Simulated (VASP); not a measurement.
Here is the system:

```
LiMoO2
1.0
    1.37840     0.79582     5.34908
   -1.37840     0.79582     5.34908
    0.00000    -1.59164     5.34908
Li Mo O
1 1 2
Direct
  0.50000   0.50000   0.50000
  0.00000   0.00000   0.00000
  0.24687   0.24687   0.24687
  0.75313   0.75313   0.75313
```

The numbers are results of PBEsol GGA, VASP's PBE PAW potentials (set 64) (plane waves; VASP 6.6.1), not measurements. Numerical set-up: 520 eV cut-off, Gaussian smearing of 0.050 eV, potentials Li_sv Mo_sv O.

Task: Predict the band gap (along the path) with the smallest direct gap where there is one.

Result: 
```
Quantity                                                     Result
-------------------------  ----------------------------------------
band gap (along the path)  none (metal, semimetal or under 0.01 eV)
```

The absolute energy has meaning only against runs of the same code, potentials and settings.

The structure comes from a computed database's LiMoO2 entry (R-3m); how it stands against other phases isn't given here. It was relaxed first. The electron count is odd and the run is not spin-polarised, which forces a metal.
